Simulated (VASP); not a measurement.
# KAl4: relaxation of cell and atoms with PBE

Crystal: KAl4.

```
CELL_PARAMETERS angstrom
4.01429 0.00000 0.00000
0.00000 4.01429 0.00000
0.00000 0.00000 7.52189
ATOMIC_POSITIONS crystal
K 0.00000 0.00000 0.50000
Al 0.00000 0.00000 0.11137
Al 0.00000 0.00000 0.88863
Al 0.50000 0.50000 0.86916
Al 0.50000 0.50000 0.13084
```

The cell was built by a generator and needn't be a form met in nature.

The cell isn't the ideal one: random cell by space group and Wyckoff sites (P4/mmm, No. 123).

```yaml
Program: VASP 6.6.1
Task: relaxation of cell and atoms
Functional: PBE
Potentials_or_basis: VASP PAW PBE potentials, release 64 (K_sv, Al)
Cutoff: 600 eV
k_mesh: 4 × 4 × 2
Occupations: gaussian, width 0.1 eV
Spin: no spin polarisation
Dipole_correction: no
Further_INCAR_settings: ALGO = Fast; EDIFF = 1e-06; IBRION = 2; EDIFFG = -0.04; NSW = 90; ISIF = 3
```

```yaml
Relaxed_volume: 26.62 Å³/atom
Relaxed_cell: a = 3.802 Å, b = 3.802 Å, c = 9.206 Å, α = 90.00°, β = 90.00°, γ = 90.00°
Space_group_after_relaxing_to_0.05_Å: P4/mmm (No. 123)
Energy_gained_by_relaxing: 1844.2 meV/atom
Ionic_steps: 19
Pressure_after_relaxing: -0.1 GPa
Largest_force_after_relaxing: 0.016 eV/Å
Band_gap_on_the_k_mesh: none (metal or under the smearing width)
```

Forces in eV/Å, atoms in the order of the input:
```
K    0.000  0.000  0.000
Al   0.000  0.000 -0.008
Al   0.000  0.000  0.008
Al   0.000  0.000 -0.016
Al   0.000  0.000  0.016
```

Step by step:
| step | energy change (eV) | largest force (eV/Å) | pressure (GPa) | volume (Å³) |
| --- | --- | --- | --- | --- |
| 1 | 0.0000 | 20.8371 | 24.93 | 121.21 |
| 2 | -6.9041 | 1.0039 | -2.12 | 185.55 |
| 3 | -7.0766 | 0.9235 | -2.60 | 184.52 |
| 4 | -7.0946 | 0.9233 | -2.58 | 183.29 |
| 5 | -7.7569 | 1.4672 | -2.60 | 152.68 |
| 6 | -8.3419 | 1.9933 | -1.25 | 137.05 |
| 7 | -8.2148 | 1.2775 | 1.98 | 129.16 |
| 8 | -8.3653 | 1.9799 | -0.62 | 135.17 |
| 9 | -8.3774 | 1.8270 | -0.06 | 133.44 |
| 10 | -8.3767 | 1.9036 | -0.31 | 134.19 |
| 11 | -8.9270 | 1.1233 | -0.99 | 133.77 |
| 12 | -9.1072 | 0.7946 | -0.21 | 132.82 |
| 13 | -9.1078 | 0.8074 | -0.31 | 132.91 |
| 14 | -9.1793 | 0.5393 | -0.08 | 131.92 |
| 15 | -9.2060 | 0.1015 | 0.35 | 130.81 |
| 16 | -9.2063 | 0.1519 | 0.30 | 130.92 |
| 17 | -9.2181 | 0.0546 | 0.21 | 131.77 |
| 18 | -9.2207 | 0.0426 | 0.16 | 132.44 |
| 19 | -9.2212 | 0.0159 | -0.06 | 133.11 |

Final structure:
```
K Al
1.0
     3.80243    0.00000    0.00000
     0.00000    3.80243    0.00000
     0.00000    0.00000    9.20625
K Al
1 4
Direct
  0.00000 0.00000 0.50000
  0.00000 0.00000 0.14281
  0.00000 0.00000 0.85719
  0.50000 0.50000 0.84041
  0.50000 0.50000 0.15959
```

Levels at points of the mesh, in eV from the Fermi level:
| k point | band 8 | band 9 | band 10 | band 11 | band 12 | band 13 |
| --- | --- | --- | --- | --- | --- | --- |
| (0.00, 0.00, 0.00) | 0.08 | 0.08 | 0.65 | 0.78 | 0.79 | 1.49 |
| (0.50, 0.00, 0.00) | -4.58 | -1.12 | -0.85 | 2.05 | 2.28 | 2.44 |
| (0.50, 0.50, 0.00) | -3.61 | -2.30 | -2.22 | -2.15 | -2.15 | 0.39 |
| (0.00, 0.00, 0.50) | -1.03 | 0.06 | 0.06 | 0.83 | 1.55 | 1.55 |
| (0.50, 0.00, 0.50) | -4.66 | -0.76 | -0.66 | 1.43 | 1.80 | 2.24 |
| (0.50, 0.50, 0.50) | -3.62 | -2.42 | -2.40 | -2.11 | -2.11 | 1.00 |

It took 12 min on 1 thread of Intel(R) Xeon(R) Platinum 8375C CPU @ 2.90GHz (Ice Lake), on a shared host, peak memory 0.25 GiB.

Caveat: the k mesh is coarse (spacing up to 0.42 Å⁻¹), so the values aren't converged.
